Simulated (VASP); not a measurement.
Method: PBEsol GGA, VASP's PBE PAW potentials (set 64) (plane waves; VASP 6.6.1).

The input files of a VASP run:

File KPOINTS:
```
Automatic mesh
0
Gamma
8 8 8
0 0 0
```

**INCAR**
```
SYSTEM = NaCl
PREC = Accurate
ENCUT = 520
EDIFF = 1E-7
NELM = 100
ALGO = Normal
LREAL = .FALSE.
LASPH = .TRUE.
ISMEAR = 0
SIGMA = 0.05
GGA = PS
LWAVE = .FALSE.
LCHARG = .FALSE.
ISIF = 2
```

POSCAR:
```
NaCl
1
    0.0000000000     2.8597938301     2.8597938301
    2.8597938301     0.0000000000     2.8597938301
    2.8597938301     2.8597938301     0.0000000000
Na Cl
1 1
Direct
  0.0000000000   0.0000000000   0.0000000000
  0.5000000000   0.5000000000   0.5000000000
```

POTCAR, in this order: Na_pv Cl (PBE.64 set). Program: vasp_std.

Task: What will the output report for the number of irreducible k-points (NKPTS), largest plane-wave count, number of space-group operations, FFT grid (NGX, NGY, NGZ)?

Result: 
| Property | Result |
|---|---|
| number of irreducible k-points (NKPTS) | 29 |
| largest plane-wave count | 1283 |
| number of space-group operations | 48 |
| FFT grid (NGX, NGY, NGZ) | 30 × 30 × 30 |

The compound is NaCl in the rock salt structure. This cell is one point of a volume scan, at 1.06 of the reference volume.
